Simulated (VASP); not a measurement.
Set up this calculation in VASP 6.6.1, as the native input.

```yaml
Task: single point
Functional: PBE
Potentials_or_basis: VASP PAW PBE potentials, release 64 (B, N)
Cutoff: 520 eV
k_mesh: 14 × 14 × 14
Occupations: gaussian, width 0.02 eV
Spin: no spin polarisation
Further_INCAR_settings: ALGO = Normal; EDIFF = 0.05; NBANDS = 11
```

The structure of BN lies in POSCAR:

```
BN                                      
1.0
   -0.0000000000      1.8655403412      1.8655403412
    1.8655403412      0.0000000000      1.8655403412
    1.8655403412      1.8655403412      0.0000000000
  B               N             
     1     1
Direct
     0.0000000000000000    0.0000000000000000    0.0000000000000000
     0.2500000000000000    0.2500000000000000    0.2500000000000000
```

The cell isn't the ideal one: a relaxed cell with its volume scaled by 1.09.

One way to write it, as run:

INCAR

```
SYSTEM = BN
PREC = Accurate
ENCUT = 520
EDIFF = 0.05
ISMEAR = 0
SIGMA = 0.02
LREAL = .FALSE.
LASPH = .TRUE.
NELM = 100
ALGO = Normal
ISIF = 2
LWAVE = .FALSE.
LCHARG = .FALSE.
GGA = PE
NBANDS = 11
```

KPOINTS

```
regular mesh
0
G
  14 14 14
  0 0 0
```

Potentials or basis: VASP PAW PBE potentials, release 64 (B, N).

The run is started by

```sh
$ cat potpaw_PBE.64/B/POTCAR potpaw_PBE.64/N/POTCAR > POTCAR
$ mpirun -np 1 vasp_std > vasp.out
```

Results of the run:

- Pressure: -19.9 GPa
- Band gap on the k mesh: 4.38 eV, indirect (least direct gap 8.34 eV)

Caveat: so large a pressure means that the cell lies far from this level's equilibrium, or that cutoff or potentials fall short.

Run time: 6.4 s on 1 thread of AMD EPYC 7R13 Processor (Zen 3) (shared host), peak memory 0.1 GiB.
